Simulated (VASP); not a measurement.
VASP ran on this input.

**INCAR**
```
ALGO=Normal
EDIFF=1E-6
ENCUT=400
GGA=PE
ISIF=2
ISMEAR=0
LASPH=.True.
LCHARG=.False.
LREAL=.False.
LWAVE=.False.
NELM=100
PREC=Accurate
SIGMA=0.05
SYSTEM=NaH
```

### POSCAR
```
NaH
1
    0.0000000000     2.4888000000     2.4888000000
    2.4888000000     0.0000000000     2.4888000000
    2.4888000000     2.4888000000     0.0000000000
Na H
1 1
Direct
  0.0000000000   0.0000000000   0.0000000000
  0.5000000000   0.5000000000   0.5000000000
```

File KPOINTS:
```
K-points
0
G
  8 8 8
```

POTCAR, in this order: Na_pv H (PBE.64 set). Program: vasp_std.

**Question.** Translate this PBE calculation to Ansatz.

**Answer.** One equivalent input (not run):
Ansatz 0.2 input:
```yaml
crystal:
  lattice:
    - [0.0000000, 2.4888000, 2.4888000]
    - [2.4888000, 0.0000000, 2.4888000]
    - [2.4888000, 2.4888000, 0.0000000]
  atoms:
    - { symbol: Na, position: [0.0000000, 0.0000000, 0.0000000] }
    - { symbol: H, position: [0.5000000, 0.5000000, 0.5000000] }
kpoints:
  mp_grid: { grid: [8, 8, 8] }
hamiltonian:
  xc: pbe
  pseudopotentials: { kind: paw }
scf:
  occupations: { method: gaussian, width: 0.05 }
  max_iter: 100
output: { forces: true, stress: true, eigenvalues: true }
```
The two are equivalent in intent, not identical: each code has its own PAW files, so the cut-off isn't converted (ENCUT is set for VASP's; basis.ecutwfc is left out, and Ansatz then takes the one that its files recommend); Ansatz stops its SCF on the density residual and VASP on the energy change (EDIFF).

The compound is NaH in the rock salt structure. The cell was not relaxed at this level.
